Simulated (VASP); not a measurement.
Given:

```xyz
2
Lattice="0.0000 2.4076 2.4076 2.4076 0.0000 2.4076 2.4076 2.4076 0.0000" Properties=species:S:1:pos:R:3 pbc="T T T"
Na     0.0000     0.0000     0.0000
F      2.4076     2.4076     2.4076
```

The numbers are results of PBEsol GGA, VASP's PBE PAW potentials (set 64) (plane waves; VASP), not measurements. Numerical set-up: 600 eV cut-off, 10×10×10 Γ-centred mesh, Gaussian smearing of 0.050 eV, potentials Na_pv F.

Question: Give the stress tensor in GPa (positive for a compressed cell).

Answer: 
```
-4.51   0.00   0.00
 0.00  -4.51   0.00
 0.00   0.00  -4.51
```
The pressure is its mean diagonal, -4.51 GPa.

The compound is NaF in the rock salt structure. This cell was strained or had an atom moved on purpose.
